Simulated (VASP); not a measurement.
## Equation of state of PbAs under PBE

It takes space group Pm-3m (No. 221, cubic). The conventional cell has a = 3.714 Å, b = 3.714 Å, c = 3.714 Å, α = 90.00°, β = 90.00°, γ = 90.00°. Around As (site symmetry m-3m) lie 8 Pb at 3.22 Å. Pb (site symmetry m-3m) is surrounded by 8 As at 3.22 Å.

The cell comes from a database or a generator and needn't be the stable form of this composition.

The cell was scaled at fixed shape and fractions and run with VASP, PBE PAW files As, Pb_d, 520 eV; PBE, k mesh 7 × 7 × 7 on the cell of 2 atoms, fermi-dirac occupations of 0.05 eV, no spin polarisation, no spin-orbit coupling. Energies are those that the program minimises, any entropy of the smearing included. For a metal such a mesh isn't converged to the digits shown.

```csv
V (Å³/atom),energy over the lowest row (meV/atom)
24.0735,20.932
24.5857,9.828
25.0979,?
25.6101,0.000
26.1223,0.390
26.6345,3.833
27.1467,10.066
```

Task: Fit the third-order Birch-Murnaghan form, give V0, B0 and B′, and predict the energy left open.

Result: With y = (V0/V)^(2/3), E = E0 + (9 V0 B0/16) [(y - 1)³ B′ + (y - 1)² (6 - 4y)]. Least squares through the rows shown give V0 = 25.8012 Å³/atom, E0 = -0.243 meV, B0 = 51.64 GPa (1 eV/Å³ = 160.218 GPa) and B′ = 4.50, with a largest miss of 0.016 meV. At V = 25.0979 the form with these constants gives 3.007 meV; the run gave 3.016 meV an atom.
